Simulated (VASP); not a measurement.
The system is InSb.

```
CELL_PARAMETERS angstrom
0.00000 3.26032 3.26032
3.26032 0.00000 3.26032
3.26032 3.26032 0.00000
ATOMIC_POSITIONS crystal
In 0.00000 0.00000 0.00000
Sb 0.25000 0.25000 0.25000
```

Base run:

* Program: VASP 6.6.1
* Functional: r2SCAN
* Potentials or basis: VASP PAW PBE potentials, release 64 (In_d, Sb)
* Cutoff: 520 eV
* k mesh: 10 × 10 × 10
* Occupations: gaussian, width 0.03 eV
* Spin: no spin polarisation

Its results: band gap on the k mesh 0.12 eV, direct.

The run is repeated on the same cell with these changes: functional from r2SCAN to TB-mBJ. What comes out?

Band gap on the k mesh 0.39 eV, direct.

Caveats: spin-orbit coupling is left out, which moves the levels of the heavy elements.
